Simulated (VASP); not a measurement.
Output of a VASP run:

### OSZICAR
```
       N       E                     dE             d eps       ncg     rms          rms(c)
DAV:   1     0.163065923776E+03    0.16307E+03   -0.95852E+03  2700   0.859E+02
DAV:   2     0.241007252816E+01   -0.16066E+03   -0.15815E+03  3932   0.212E+02
DAV:   3    -0.763951199361E+01   -0.10050E+02   -0.10025E+02  3172   0.651E+01
DAV:   4    -0.776344647133E+01   -0.12393E+00   -0.12387E+00  3462   0.831E+00
DAV:   5    -0.776513331025E+01   -0.16868E-02   -0.16867E-02  3194   0.931E-01    0.166E+01
DAV:   6    -0.742456651143E+01    0.34057E+00   -0.24599E-01  2930   0.332E+00    0.109E+01
DAV:   7    -0.732226515369E+01    0.10230E+00   -0.54873E-01  2904   0.481E+00    0.893E-01
DAV:   8    -0.730933754633E+01    0.12928E-01   -0.68222E-02  2840   0.186E+00    0.407E-01
DAV:   9    -0.730949475128E+01   -0.15720E-03   -0.17443E-03  3466   0.285E-01    0.870E-02
DAV:  10    -0.730959752080E+01   -0.10277E-03   -0.16633E-04  3376   0.909E-02    0.620E-02
DAV:  11    -0.730960135216E+01   -0.38314E-05   -0.45844E-05  2910   0.442E-02    0.862E-03
DAV:  12    -0.730960287486E+01   -0.15227E-05   -0.50157E-06  3038   0.158E-02    0.448E-03
DAV:  13    -0.730960330888E+01   -0.43402E-06   -0.68221E-07  1568   0.646E-03
   1 F= -.73096033E+01 E0= -.73096033E+01  d E =-.399229E-10
```

File OUTCAR:
```
------------------------ aborting loop because EDIFF is reached ----------------------------------------
  FORCE on cell =-STRESS in cart. coord.  units (eV):
  Direction    XX          YY          ZZ          XY          YZ          ZX
  --------------------------------------------------------------------------------------
  Total        0.4283949      0.5045282      0.8537854      0.0000000      0.0000000      0.0000000
  in kB        6.0814986      7.1622868     12.1203458      0.0000000      0.0000000      0.0000000
  external PRESSURE =       8.4547104 kB  Pullay stress =       0.0000000 kB
  volume of cell :      112.86
      direct lattice vectors                 reciprocal lattice vectors
     3.264205000 -2.057470000  0.000000000     0.153176654 -0.243016909  0.000000000
     3.264205000  2.057470000  0.000000000     0.153176654  0.243016909  0.000000000
     0.000000000  0.000000000  8.402400000     0.000000000  0.000000000  0.119013615
 POSITION                                       TOTAL-FORCE (eV/Angst)
 -----------------------------------------------------------------------------------
      3.26421     -1.58623      5.08135         0.000000      0.119268      0.253561
      3.26421      1.58623      3.32105         0.000000     -0.119268     -0.253561
      3.26421     -0.47124      0.88015         0.000000     -0.119268      0.253561
      3.26421      0.47124      7.52225         0.000000      0.119268     -0.253561
 -----------------------------------------------------------------------------------
    total drift:                               -0.000000      0.000000      0.000000
  FREE ENERGIE OF THE ION-ELECTRON SYSTEM (eV)
  ---------------------------------------------------
  free  energy   TOTEN  =        -7.3096033089 eV

  energy  without entropy=       -7.3096033088  energy(sigma->0) =       -7.30960331
```
(Selected blocks of OUTCAR.)

POSCAR:
```
Cl2
1
    3.2642050000    -2.0574700000     0.0000000000
    3.2642050000     2.0574700000     0.0000000000
    0.0000000000     0.0000000000     8.4024000000
Cl
4
Direct
  0.8854800000   0.1145200000   0.6047500000
  0.1145200000   0.8854800000   0.3952500000
  0.6145200000   0.3854800000   0.1047500000
  0.3854800000   0.6145200000   0.8952500000
```

Problem. Reconstruct the remaining input files.

Solution. Several could match; the one computed here: the input of the run itself, PBE GGA, plane waves, VASP's PBE PAW potentials (set 64).

KPOINTS:
```
kpoints
0
Gamma
9 9 4
```

**INCAR**
```
# general
SYSTEM=Cl2
PREC  =Accurate
ENCUT =300
LREAL =.False.   # projection in real space or not
LASPH =.True.   # aspherical one-centre terms

# electronic loop
EDIFF =1E-6
NELM  =100
ALGO  =Normal   # blocked Davidson

# smearing
ISMEAR=-1
SIGMA =0.02

# functional
GGA   =PE   # PBE

# ions
ISIF  =2

# output
LWAVE =.False.
LCHARG=.False.
```

POTCAR, in this order: Cl (PBE.64 set). Program: vasp_std.

At this cut-off the stress carries a Pulay error, which pulls relaxed volumes low.

The structure comes from a computed database's Cl2 entry; how it stands against other phases isn't given here. The cell was not relaxed at this level.
